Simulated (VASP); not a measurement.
Consider the following.

```
ZrO2
1.0
    0.00000     2.51897     2.51897
    2.51897     0.00000     2.51897
    2.51897     2.51897     0.00000
Zr O
1 2
Direct
  0.00000   0.00000   0.00000
  0.25000   0.25000   0.25000
  0.75000   0.75000   0.75000
```

These are revPBE GGA, VASP's PBE PAW potentials (set 64) (plane waves; VASP) values and carry that method's errors. Numerical set-up: 520 eV cut-off, 7×7×7 Γ-centred mesh, Gaussian smearing of 0.050 eV, potentials Zr_sv O.

Question: Give the stress tensor in GPa (positive for a compressed cell).

Answer: 
```
15.82   0.00   0.00
 0.00  15.82   0.00
 0.00   0.00  15.82
```
The pressure is its mean diagonal, 15.82 GPa.

The compound is ZrO2 in the fluorite structure, the high-temperature cubic form, which is unstable at 0 K; the monoclinic form is the stable one. This cell is one point of a volume scan, at 0.94 of the reference volume.
